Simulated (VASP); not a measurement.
Method: PBE GGA, VASP's PBE PAW potentials (set 64) (plane waves; VASP 6.6.1).

VASP input:

**POSCAR**
```
CdS
6.779620
  0.6149076202   0.0000000000   0.0000000000
 -0.3074538101   0.5325255693   0.0000000000
  0.0000000000   0.0000000000   1.0000000000
Cd S
2 2
Cart
  0.3074541175   0.1775083456   0.5002200000
 -0.0000003075   0.3550172237   0.0002200000
  0.3074541175   0.1775083456   0.8767800000
 -0.0000003075   0.3550172237   0.3767800000
```

INCAR:
```
SYSTEM = CdS
PREC = Accurate; ENCUT = 300; LREAL = .FALSE.
LASPH = .TRUE.
EDIFF = 1E-6; NELM = 100; ALGO = Normal
LMAXMIX = 4
ISMEAR = 0; SIGMA = 0.01
GGA = PE
ISIF = 2
LWAVE = .FALSE.; LCHARG = .FALSE.
```

KPOINTS:
```
Automatic mesh
0
Gamma
4 4 3
0 0 0
```

POTCAR, in this order: Cd S (PBE.64 set). Program: vasp_std.

Output of the run:

### OSZICAR
```
       N       E                     dE             d eps       ncg     rms          rms(c)
DAV:   1     0.170007727974E+03    0.17001E+03   -0.13554E+04   368   0.978E+02
DAV:   2    -0.535394356986E+01   -0.17536E+03   -0.17322E+03   400   0.281E+02
DAV:   3    -0.132703330375E+02   -0.79164E+01   -0.78959E+01   424   0.608E+01
DAV:   4    -0.133546080153E+02   -0.84275E-01   -0.84212E-01   430   0.607E+00
DAV:   5    -0.133561383073E+02   -0.15303E-02   -0.15302E-02   424   0.780E-01    0.115E+01
DAV:   6    -0.122715778435E+02    0.10846E+01   -0.25519E+00   438   0.157E+01    0.903E+00
DAV:   7    -0.122485647220E+02    0.23013E-01   -0.84806E-01   406   0.517E+00    0.389E+00
DAV:   8    -0.122434728841E+02    0.50918E-02   -0.11974E-01   388   0.344E+00    0.510E-01
DAV:   9    -0.122419230330E+02    0.15499E-02   -0.21532E-02   420   0.182E+00    0.150E-01
DAV:  10    -0.122420500199E+02   -0.12699E-03   -0.15949E-03   408   0.439E-01    0.108E-01
DAV:  11    -0.122421715462E+02   -0.12153E-03   -0.21572E-04   400   0.103E-01    0.773E-02
DAV:  12    -0.122422329397E+02   -0.61394E-04   -0.16899E-04   394   0.811E-02    0.201E-02
DAV:  13    -0.122422329390E+02    0.76216E-09   -0.12698E-05   430   0.252E-02    0.342E-03
DAV:  14    -0.122422337582E+02   -0.81927E-06   -0.11962E-06   312   0.841E-03
   1 F= -.12242234E+02 E0= -.12242234E+02  d E =-.586800E-13
```

OUTCAR:
```
------------------------ aborting loop because EDIFF is reached ----------------------------------------
  FORCE on cell =-STRESS in cart. coord.  units (eV):
  Direction    XX          YY          ZZ          XY          YZ          ZX
  --------------------------------------------------------------------------------------
  Total        0.9405279      0.9405277      0.8524594      0.0000000     -0.0000000     -0.0000000
  in kB       14.7678020     14.7677992     13.3849852      0.0000000     -0.0000000     -0.0000000
  external PRESSURE =      14.3068622 kB  Pullay stress =       0.0000000 kB
  volume of cell :      102.04
      direct lattice vectors                 reciprocal lattice vectors
     4.168840000  0.000000000  0.000000000     0.239874881  0.138491840  0.000000000
    -2.084420000  3.610321000  0.000000000     0.000000000  0.276983681  0.000000000
     0.000000000  0.000000000  6.779620000     0.000000000  0.000000000  0.147500892
  FREE ENERGIE OF THE ION-ELECTRON SYSTEM (eV)
  ---------------------------------------------------
  free  energy   TOTEN  =       -12.2422337582 eV

  energy  without entropy=      -12.2422337582  energy(sigma->0) =      -12.24223376
```
(Selected blocks of OUTCAR.)

At this cut-off the stress carries a Pulay error, which pulls relaxed volumes low.

The structure comes from a computed database's CdS entry (P6_3mc); how it stands against other phases isn't given here. The cell was not relaxed at this level. The k-mesh is coarse (spacing up to 0.44 per Å, 2π included), so the numbers may not be converged in it. The run is one of a series of settings (KPOINTS 4×4×3 Γ-centred mesh against the base run), some of them coarse on purpose.
